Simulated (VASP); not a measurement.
# NbFeH6 (P1) in VASP: single point with PBE

Aim: the single point of NbFeH6 with PBE.

Everything below comes from runs of VASP 6.6.1. Logs are shortened: lines on timing, memory, paths and dates and some standing lists are left out, and cuts for length are marked.

### 1 Starting point

The typed cell holds 8 atoms: a = 4.912 Å, b = 4.802 Å, c = 4.982 Å, α = 62.16°, β = 118.97°, γ = 118.88°.

The cell was built by a generator and needn't be a form met in nature.

### 2 Single point, PBE

INCAR

```
SYSTEM = NbFeH6
  PREC = Accurate
  ENCUT = 520
  EDIFF = 1E-6
  ISMEAR = -1
  SIGMA = 0.1
  LREAL = .FALSE.
  LASPH = .TRUE.
  NELM = 100
  ALGO = Normal
  ISIF = 2
  LWAVE = .FALSE.
  LCHARG = .FALSE.
  GGA = PE
  NBANDS = 24
```

KPOINTS

```
Automatic mesh
0
Gamma
  5 5 4
  0 0.5 0.5
```

POSCAR

```
NbFeH6
1.0
    4.9116480000      0.0792870000     -0.0011940000
   -2.3871590000      4.1666770000     -0.0373680000
   -2.4339690000      1.3245250000      4.1407170000
H Fe Nb
6 1 1
Direct
    0.3206760000      0.2316220000      0.2699910000
    0.7528320000      0.8334750000      0.2545570000
    0.1850890000      0.6840020000      0.2385960000
    0.6744040000      0.7390180000      0.7435170000
    0.2455190000      0.1631790000      0.7452420000
    0.8406860000      0.3353520000      0.7562910000
    0.9968820000      0.0011690000      0.0017940000
    0.4992670000      0.5129560000      0.4854840000
```

Potentials or basis: VASP PAW PBE potentials, release 64 (H, Fe, Nb_sv).

Run with:

```
$ cat potpaw_PBE.64/H/POTCAR potpaw_PBE.64/Fe/POTCAR potpaw_PBE.64/Nb_sv/POTCAR > POTCAR
$ mpirun -np 1 vasp_std > vasp.out
```

OUTCAR:

```text
SYSTEM = NbFeH6
   PREC = Accurate
   ENCUT = 520
   EDIFF = 1E-6
   ISMEAR = -1
   LREAL = .FALSE.
   LASPH = .TRUE.
   NELM = 100
   ISIF = 2
   GGA = PE

 ion  position               nearest neighbor table
   1  0.321  0.232  0.270-   8 1.75   7 1.78
   2  0.753  0.833  0.255-   8 1.77   7 1.80
   3  0.185  0.684  0.239-   8 1.74   7 1.79
   4  0.674  0.739  0.744-   8 1.70   7 1.83
   5  0.246  0.163  0.745-   7 1.84   8 1.89
   6  0.841  0.335  0.756-   7 1.76   8 1.86
   7  0.997  0.001  0.002-   6 1.76   1 1.78   3 1.79   2 1.80   4 1.83   5 1.84
   8  0.499  0.513  0.485-   4 1.70   3 1.74   1 1.75   2 1.77   6 1.86   5 1.89

  LATTYP: Found a triclinic cell.
 ALAT       =     8.3654437535
 B/A-ratio  =     0.5740519944
 C/A-ratio  =     0.6006212587
 COS(alpha) =     0.0091206856
 COS(beta)  =     0.2972962685
 COS(gamma) =     0.8576905016

  Lattice vectors:

 A1 = (  -7.2988070000,   4.0873900000,  -0.0361740000)
 A2 = (  -2.3871590000,   4.1666770000,  -0.0373680000)
 A3 = (  -2.4776790000,  -1.4038120000,  -4.1395230000)

Analysis of symmetry for initial positions (statically):
=====================================================================
 Subroutine PRICEL returns:
 Original cell was already a primitive cell.

 Routine SETGRP: Setting up the symmetry group for a
 triclinic supercell.

 Subroutine GETGRP returns: Found  1 space group operations
 (whereof  1 operations were pure point group operations)
 out of a pool of  2 trial point group operations.

The static configuration has the point symmetry C_1 .

Analysis of symmetry for dynamics (positions and initial velocities):
=====================================================================
 Subroutine PRICEL returns:
 Original cell was already a primitive cell.

 Routine SETGRP: Setting up the symmetry group for a
 triclinic supercell.

 Subroutine GETGRP returns: Found  1 space group operations
 (whereof  1 operations were pure point group operations)
 out of a pool of  2 trial point group operations.

The dynamic configuration has the point symmetry C_1 .

 Subroutine INISYM returns: Found  1 space group operations
 (whereof  1 operations are pure point group operations),
 and found     1 'primitive' translations

----------------------------------------------------------------------------------------

                                     Primitive cell

  volume of cell :      85.7665

  direct lattice vectors                    reciprocal lattice vectors
     4.911648000  0.079287000 -0.001194000     0.201739884  0.116310000  0.081380379
    -2.387159000  4.166677000 -0.037368000    -0.003846333  0.237095330 -0.078102547
    -2.433969000  1.324525000  4.140717000     0.000023462  0.002173211  0.240822696

  length of vectors
     4.912288054  4.802199671  4.982379837     0.246677447  0.249657761  0.240832503

  position of ions in fractional coordinates (direct lattice)
     0.320676000  0.231622000  0.269991000
     0.752832000  0.833475000  0.254557000
     0.185089000  0.684002000  0.238596000
     0.674404000  0.739018000  0.743517000
     0.245519000  0.163179000  0.745242000
     0.840686000  0.335352000  0.756291000
     0.996882000  0.001169000  0.001794000
     0.499267000  0.512956000  0.485484000

  ion indices of the primitive-cell ions
   primitive index   ion index
                 1           1
                 2           2
                 3           3
                 4           4
                 5           5
                 6           6
                 7           7
                 8           8

----------------------------------------------------------------------------------------

 KPOINTS: Automatic mesh

Automatic generation of k-mesh.
 Grid dimensions read from file:
 generate k-points for:    5    5    4

 Generating k-lattice:

  Cartesian coordinates                     Fractional coordinates (reciprocal lattice)
     0.040347977  0.023262000  0.016276076     0.200000000 -0.000000000  0.000000000
    -0.000769267  0.047419066 -0.015620509    -0.000000000  0.200000000  0.000000000
     0.000005865  0.000543303  0.060205674     0.000000000  0.000000000  0.250000000

  Length of vectors
     0.049335489  0.049931552  0.060208126

  Shift w.r.t. Gamma in fractional coordinates (k-lattice)
     0.000000000  0.500000000  0.500000000

 Subroutine IBZKPT returns following result:
 ===========================================

 Found     50 irreducible k-points:

 Following reciprocal coordinates:
            Coordinates               Weight
  0.000000  0.100000  0.125000      2.000000
  0.200000  0.100000  0.125000      2.000000
  0.400000  0.100000  0.125000      2.000000
 -0.400000  0.100000  0.125000      2.000000
 -0.200000  0.100000  0.125000      2.000000
  0.000000  0.300000  0.125000      2.000000
[... 16 lines left out ...]
  0.400000 -0.100000  0.125000      2.000000
 -0.400000 -0.100000  0.125000      2.000000
 [... further k-points ...]
   k-points           NKPTS =     50   k-points in BZ     NKDIM =     50   number of bands    NBANDS=     24
   number of dos      NEDOS =    301   number of ions     NIONS =      8
   total plane-waves  NPLWV =  57600
   dimension x,y,z NGX =    40 NGY =   36 NGZ =   40
   dimension x,y,z NGXF=    80 NGYF=   72 NGZF=   80
   ions per type =               6   1   1
   NGX,Y,Z   is equivalent  to a cutoff of  13.54, 12.46, 13.35 a.u.
   NGXF,Y,Z  is equivalent  to a cutoff of  27.07, 24.93, 26.69 a.u.
 SYSTEM =  NbFeH6
   PREC   = accura    normal or accurate (medium, high low for compatibility)
   ISTART =      0    job   : 0-new  1-cont  2-samecut
   ICHARG =      2    charge: 1-file 2-atom 10-const
   ISPIN  =      1    spin polarized calculation?
   LNONCOLLINEAR =      F non collinear calculations
   LSORBIT =      F    spin-orbit coupling
   LASPH  =      T    aspherical Exc in radial PAW
   ENCUT  =  520.0 eV  38.22 Ry    6.18 a.u.   9.13  8.93  9.26*2*pi/ulx,y,z
   NELM   =    100;   NELMIN=  2; NELMDL= -5     # of ELM steps
   EDIFF  = 0.1E-05   stopping-criterion for ELM
   LREAL  =      F    real-space projection
   EDIFFG = 0.1E-04   stopping-criterion for IOM
   NSW    =      0    number of steps for IOM
   IBRION =     -1    ionic relax: 0-MD 1-quasi-New 2-CG
   NFREE  =      0    steps in history (QN), initial steepest desc. (CG)
   ISIF   =      2    stress and relaxation
   ISYM   =      2    0-nonsym 1-usesym 2-fastsym
   POTIM  = 0.5000    time-step for ionic-motion
   TEBEG  =    0.0;   TEEND  =   0.0 temperature during run
   PSTRESS=    0.0 pullay stress
   NELECT =      27.0000    total number of electrons
   NUPDOWN=      -1.0000    fix difference up-down
   EMIN   =  10.00;   EMAX   =-10.00  energy-range for DOS
   EFERMI =   0.00;   METHOD = LEGACY
   ISMEAR =    -1;   SIGMA  =   0.10  broadening in eV -4-tet -1-fermi 0-gaus
   EFERMI_NEDOS =   21; number of points for ismear=-14 and -15
   IALGO  =     38    algorithm
   IMIX   =      4    mixing-type and parameters
     AMIX     =   0.40;   BMIX     =  1.00
     AMIX_MAG =   1.60;   BMIX_MAG =  1.00
  volume/ion in A,a.u.               =      10.72        72.35
  Fermi-wavevector in a.u.,A,eV,Ry     =   1.113671  2.104533 16.874799  1.240263
  Thomas-Fermi vector in A             =   2.250258
   LORBIT       =      0    0 simple, 1 ext, 2 COOP (PROOUT), +10 PAW based schemes
   GGA     = PE    functional components
   LHFCALC =     F    Hartree Fock is set to
   AEXX    =    0.0000 exact exchange contribution
   IVDW    =     0    specifies the selected vdW correction
   LEPSILON=     F    determine dielectric tensor
   LRPA    =     F    only Hartree local field effects (RPA)
 non-spin polarized calculation
  energy-cutoff  :      520.00
  volume of cell :       85.77
 maximum number of plane-waves:      2323
 NGX is ok and might be reduce to    40
   NGX = 19   NGY = 17   NGZ = 19

 number of electron      27.0000004 magnetization

 Free energy of the ion-electron system (eV)
  ---------------------------------------------------
  ext. energy  EPLUGINS =         0.00000000
  ---------------------------------------------------
  free energy    TOTEN  =       -33.38986125 eV

  energy without entropy =      -33.15179721  energy(sigma->0) =      -33.27082923

 E-fermi :   1.1966     XC(G=0):  -8.7467

 val. band max:        1.1909891125   @ k =  -0.2000  -0.3000   0.1250
 cond. band min:       1.2128361687   @ k =   0.2000  -0.3000   0.1250
 fundamental gap:      0.0218470563
 Fermi energy:         1.1965914138

 k-point     1 :       0.0000    0.1000    0.1250
  band No.  band energies     occupation
      1     -54.7034      2.00000
      2     -30.7950      2.00000
      3     -30.7618      2.00000
      4     -30.7326      2.00000
      5      -5.8893      2.00000
      6      -3.7441      2.00000
[... 16 lines left out ...]
     23       9.1761      0.00000
     24       9.6324      0.00000

 k-point     2 :       0.2000    0.1000    0.1250
  band No.  band energies     occupation
      1     -54.7033      2.00000
      2     -30.7954      2.00000
      3     -30.7627      2.00000
      4     -30.7336      2.00000
      5      -5.2974      2.00000
      6      -3.7725      2.00000
[... 16 lines left out ...]
     23       9.4277      0.00000
     24      10.0637      0.00000

 k-point     3 :       0.4000    0.1000    0.1250
  band No.  band energies     occupation
      1     -54.7033      2.00000
      2     -30.7955      2.00000
      3     -30.7638      2.00000
      4     -30.7341      2.00000
      5      -4.2320      2.00000
      6      -4.1063      2.00000
[... 16 lines left out ...]
     23       9.5737      0.00000
     24      11.2107      0.00000

 k-point     4 :      -0.4000    0.1000    0.1250
  band No.  band energies     occupation
      1     -54.7033      2.00000
      2     -30.7951      2.00000
      3     -30.7636      2.00000
      4     -30.7336      2.00000
      5      -5.1528      2.00000
      6      -3.5916      2.00000
[... 16 lines left out ...]
     23       9.4034      0.00000
     24      10.3114      0.00000

 k-point     5 :      -0.2000    0.1000    0.1250
  band No.  band energies     occupation
      1     -54.7034      2.00000
      2     -30.7948      2.00000
      3     -30.7623      2.00000
      4     -30.7326      2.00000
      5      -5.8260      2.00000
      6      -3.7305      2.00000
[... 16 lines left out ...]
     23       9.6074      0.00000
     24       9.9392      0.00000

 k-point     6 :       0.0000    0.3000    0.1250
  band No.  band energies     occupation
      1     -54.7033      2.00000
      2     -30.7951      2.00000
      3     -30.7624      2.00000
      4     -30.7344      2.00000
      5      -5.3364      2.00000
      6      -3.7084      2.00000
[... 16 lines left out ...]
     23       9.2184      0.00000
     24      10.1268      0.00000
[... 379 lines left out ...]
 k-point    21 :      -0.0000   -0.1000    0.1250
  band No.  band energies     occupation
      1     -54.7034      2.00000
      2     -30.7951      2.00000
      3     -30.7618      2.00000
      4     -30.7328      2.00000
      5      -5.7842      2.00000
      6      -3.7117      2.00000
[... 16 lines left out ...]
     23       9.4000      0.00000
     24      10.0018      0.00000

 k-point    22 :       0.2000   -0.1000    0.1250
  band No.  band energies     occupation
      1     -54.7033      2.00000
      2     -30.7956      2.00000
      3     -30.7627      2.00000
      4     -30.7328      2.00000
      5      -5.4395      2.00000
      6      -3.6256      2.00000
[... 16 lines left out ...]
     23       9.1675      0.00000
     24      10.0267      0.00000

 k-point    23 :       0.4000   -0.1000    0.1250
  band No.  band energies     occupation
      1     -54.7033      2.00000
      2     -30.7957      2.00000
      3     -30.7637      2.00000
      4     -30.7338      2.00000
      5      -4.6194      2.00000
      6      -3.8433      2.00000
[... 16 lines left out ...]
     23       9.6281      0.00000
     24      10.4947      0.00000

 k-point    24 :      -0.4000   -0.1000    0.1250
  band No.  band energies     occupation
      1     -54.7033      2.00000
      2     -30.7953      2.00000
      3     -30.7635      2.00000
      4     -30.7344      2.00000
      5      -4.7855      2.00000
      6      -3.7914      2.00000
[... 16 lines left out ...]
     23       9.8391      0.00000
     24       9.9265      0.00000

 [... further k-points ...]

------------------------ aborting loop because EDIFF is reached ----------------------------------------

  FORCE on cell =-STRESS in cart. coord.  units (eV):
  Direction    XX          YY          ZZ          XY          YZ          ZX
  --------------------------------------------------------------------------------------
  -------------------------------------------------------------------------------------
  Total       -3.5190764     -1.3761462     -3.0562211     -0.6141471      1.3655601      0.3289154
  in kB      -65.7387674    -25.7073571    -57.0923125    -11.4726910     25.5096009      6.1443665
  external PRESSURE =     -49.5128123 kB  Pullay stress =       0.0000000 kB

 VOLUME and BASIS-vectors are now :
 -----------------------------------------------------------------------------
  energy-cutoff  :      520.00
  volume of cell :       85.77
      direct lattice vectors                 reciprocal lattice vectors
     4.911648000  0.079287000 -0.001194000     0.201739884  0.116310000  0.081380379
    -2.387159000  4.166677000 -0.037368000    -0.003846333  0.237095330 -0.078102547
    -2.433969000  1.324525000  4.140717000     0.000023462  0.002173211  0.240822696

 POSITION                                       TOTAL-FORCE (eV/Angst)
 -----------------------------------------------------------------------------------
      0.36498      1.34813      1.10892         0.165998     -2.309153     -1.367416
      1.08842      3.86968      1.02200         1.506807      1.059094     -1.267324
     -1.30446      3.18072      0.96218        -1.943204      0.720286     -1.487693
     -0.26142      4.11753      3.05027        -0.326871      2.343549      2.126311
     -0.99753      1.68647      3.07945        -1.037361     -0.497990      0.921886
      1.48783      2.46569      3.11805         1.024071     -0.628686      0.997560
      4.88918      0.08629      0.00619         0.267431     -0.064807      0.085674
      0.04606      2.81994      1.99049         0.343128     -0.622293     -0.008997
 -----------------------------------------------------------------------------------
    total drift:                               -0.000111     -0.000279      0.000140

  FREE ENERGIE OF THE ION-ELECTRON SYSTEM (eV)
  ---------------------------------------------------
  free  energy   TOTEN  =       -33.3898612530 eV

  energy  without entropy=      -33.1517972127  energy(sigma->0) =      -33.27082923
```

It took 2.7 min on 1 thread of Intel Xeon Platinum 8488C (Sapphire Rapids), shared host; peak memory 0.29 GiB.

What came out:

| Property | Result |
| --- | --- |
| Free energy | -33.3899 eV |
| Pressure | -5.0 GPa |
| Largest force | 3.181 eV/Å |
| Band gap on the k mesh | none (metal or under the smearing width) |

Forces in eV/Å, atoms in the order of the input:
```
H    0.166 -2.309 -1.367
H    1.507  1.059 -1.267
H   -1.943  0.720 -1.488
H   -0.327  2.344  2.126
H   -1.037 -0.498  0.922
H    1.024 -0.629  0.998
Fe   0.267 -0.065  0.086
Nb   0.343 -0.622 -0.009
```

Stress tensor (GPa, compression positive):
```
-6.57 -1.15  0.61
-1.15 -2.57  2.55
 0.61  2.55 -5.71
```

Caveat: the k mesh is coarse (spacing up to 0.38 Å⁻¹), so the values aren't converged; forces of over 1 eV/Å show positions far from the minimum, so gaps and moduli don't describe the material at rest. Spin polarisation is off, so any magnetic state and its effect on volume and gap are missing.
